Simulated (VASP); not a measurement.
These are LDA (Ceperley-Alder, Perdew-Zunger), VASP's LDA PAW potentials (set 64) (plane waves; VASP) values and carry that method's errors. For the first row: Settings: 400 eV cut-off, 8×8×8 Γ-centred mesh, tetrahedra with Blöchl corrections, potentials Si Ta_pv.

```
system                       energy (eV/atom)
---------------------------  ----------------
Ta5Si3 (space group I4/mcm)          -10.9074
Si (diamond)                          -5.9588
Ta (bcc)                             -12.8282
```

The references are the elements' solids at the same level; no temperature or zero-point terms are added.

Task: What is the formation energy per atom of Ta5Si3?

Result: The references average (6×(-5.9588) + 10×(-12.8282))/16 = -10.2522 eV, so the formation energy is -10.9074 − (-10.2522) = -0.655 eV/atom.
